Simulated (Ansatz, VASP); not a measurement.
# CsLiCr2Te2S3: VASP beside Ansatz

Contents of INCAR:

```
SYSTEM = CsLiCr2Te2S3
PREC = Accurate ; ENCUT = 520
EDIFF = 1E-7 ; ISMEAR = -1
SIGMA = 0.05 ; LREAL = .False.
LASPH = .True. ; NELM = 150
ALGO = Normal ; ISIF = 2
LWAVE = .False. ; LCHARG = .False.
ISPIN = 2 ; MAGMOM = 0 0 3 3 0 0 0 0 0
LORBIT = 11 ; LMAXMIX = 4
GGA = PE ; NBANDS = 47
KPAR = 4
```

File KPOINTS:

```
regular mesh
0
Gamma
  5 5 4
  0 0 0
```

POSCAR

```
CsLiCr2Te2S3
1.0
    3.3753762231     -5.1106720925      0.0077340411
    3.3753762231      5.1106720925      0.0077340411
   -2.8648604589      0.0000000000      7.3304997158
Cs Li Cr Te S
1 1 2 2 3
Direct
    0.0937400000      0.0937400000      0.0085300000
    0.5887500000      0.5887500000      0.5533600000
    0.0564600000      0.4675500000      0.5579000000
    0.4675500000      0.0564600000      0.5579000000
    0.5648600000      0.8735700000      0.2903500000
    0.8735700000      0.5648600000      0.2903500000
    0.8115100000      0.3969700000      0.7334700000
    0.3969700000      0.8115100000      0.7334700000
    0.2140400000      0.2140400000      0.4837100000
```

The input input.yaml:

```yaml
crystal:
  lattice:
    - [3.3753762231, -5.1106720925, 0.0077340411]
    - [3.3753762231, 5.1106720925, 0.0077340411]
    - [-2.8648604589, 0.0, 7.3304997158]
  atoms:
    - { symbol: Cs, position: [0.09374, 0.09374, 0.00853] }
    - { symbol: Li, position: [0.58875, 0.58875, 0.55336] }
    - { symbol: Cr, position: [0.05646, 0.46755, 0.5579], spin: 3.0 }
    - { symbol: Cr, position: [0.46755, 0.05646, 0.5579], spin: 3.0 }
    - { symbol: Te, position: [0.56486, 0.87357, 0.29035] }
    - { symbol: Te, position: [0.87357, 0.56486, 0.29035] }
    - { symbol: S, position: [0.81151, 0.39697, 0.73347] }
    - { symbol: S, position: [0.39697, 0.81151, 0.73347] }
    - { symbol: S, position: [0.21404, 0.21404, 0.48371] }
hamiltonian:
  xc: pbe
  pseudopotentials: { kind: paw }
magnetization:
  spin_polarized: true
kpoints:
  mp_grid: { grid: [5, 5, 4] }
scf:
  occupations: { method: fermi_dirac, width: 0.05 }
output:
  forces: true
  stress: true
  eigenvalues: true
  write_density: true
  write_potential: true
  elf: true
  volumetric_format: npy
```

Change from the starting cell: volume scaled by 0.96.

Alike in both runs: task single point; functional PBE; k mesh 5 × 5 × 4; occupations fermi-dirac, width 0.05 eV; collinear spin, ferromagnetic start.

|  | VASP | Ansatz |
| --- | --- | --- |
| version | VASP 6.6.1 | Ansatz 0.2.0 |
| potentials or method | VASP PAW PBE potentials, release 64 (Cs_sv, Li_sv, Cr_pv, Te, S) | Ansatz PAW |
| plane-wave cutoff (eV) | 520 | 420 |
| valence electrons in the cell | 66 | 90 |

Ansatz gave:

| Property | Result |
| --- | --- |
| gap on the k mesh at the Fermi level (eV) | none |
| rms of the force components (eV/Å) | 0.143 |
| net moment per atom (μB) | 0.44 |
| size of the moment on the site where the two differ most (μB) | 1.92 |

Question: Estimate VASP's values.

Answer: gap on the k mesh at the Fermi level (eV): none; rms of the force components (eV/Å): 0.143; net moment per atom (μB): 0.44; size of the moment on the site where the two differ most (μB): 2.18.

Site moments also hang on the region over which each program counts them. Atom by atom the forces differ by 0.004 eV/Å (rms over components). A gap of «none» marks a metal or a gap that the smearing closes. The two sets of potentials don't hold the same shells in valence.

Caveats: only a ferromagnetic start was run, and an antiferromagnetic order may lie lower in energy. The runs have no spin-orbit coupling, so splittings on Cs, Te are missing.
